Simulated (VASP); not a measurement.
BaTiO3: energy against volume

BaTiO3 (cubic perovskite, Pm-3m, 12.881 Å³/atom and stress up to 0.12 GPa in the relaxed cell, cube axes along x, y and z) under an equal strain ε along all three axes. r2SCAN in VASP (plane waves, PAW), 600 eV, 8×8×8 Γ-centred mesh, Gaussian smearing 0.05 eV; ions are relaxed, or left where forces stay under 0.02 eV/Å, within the symmetry of each cell.

Here V stands for volume and E for E less E0.

```
volume (Å³/atom)  E less E0 (meV/atom)  pressure (GPa)
----------------  --------------------  --------------
11.7563                              ?               ?
12.1237                          28.88           12.34
12.3102                          16.16            8.88
12.4986                           7.23            5.66
12.6889                           1.89            2.66
12.8812                           0.00           -0.12
13.0754                           1.34           -2.72
13.2715                           5.75           -5.12
13.4696                          13.14           -7.35
13.6696                          23.20           -9.43
```

**Question.** Using the third-order Birch-Murnaghan form, a cubic in V^(-2/3), estimate the missing E at V = 11.7563 from the other rows, showing the fit.

**Answer.** With u = V^(-2/3) - 0.182, the rows have u = 0.007486, 0.005567, 0.003677, 0.001816, -0.000018, -0.001824, -0.003603, -0.005357, -0.007084. Least squares gives E = 0.001 + 154.42·u + 489425·u² + 716857·u³. Residuals (row less fit): -0.005, 0.008, 0.008, -0.010, 0.002, -0.003, -0.015, 0.031, -0.013; standard error 0.018 (degrees of freedom: 5). Its minimum lies at u = -0.000158, so V0 = (0.181842)^(-3/2) = 12.90. There d²E/du² = 978200 and d³E/du³ = 4301000, so B0 = (4/9) × 12.90^(-7/3) × 978200 × 0.160218 = 179 GPa (the last factor turns the table's units into GPa), and B0' = 4 + (2/3) × 0.181842 × (4301000)/978200 = 4.5. B0' rests on the cubic coefficient alone and has a standard error of 0.1 from these residuals. At the withheld row, u = 0.011413, so E = 0.001 + 154.42 × 0.011413 + 489425 × 0.011413² + 716857 × 0.011413³ = 66.580 meV/atom. The calculation gives 66.51 meV/atom, 0.070 meV/atom below the prediction (0.1 % of the range of E in the table). The row lies outside the fitted rows, so this is an extrapolation. From the scatter of the fitted rows alone, a prediction at this place has a standard error of 0.087 meV/atom, so the miss is 0.8 times that.

The primitive cell can neither tilt nor turn polar against its symmetry, as such crystals can under strain. Other structures, which can take over under pressure, weren't tried. The same form fitted to the pressure column gives B0' = 4.5; series where the two differ by over 0.4 aren't shown. BaTiO3 is here the ideal cubic form; the compound distorts at low or room temperature. Rows are the converged runs of the series near zero and its far end, less any whose ions stayed unrelaxed beside relaxed ones; series whose fitted rows scatter by over a few per cent of the range, as at a crossing or softening among them, aren't shown in this form.
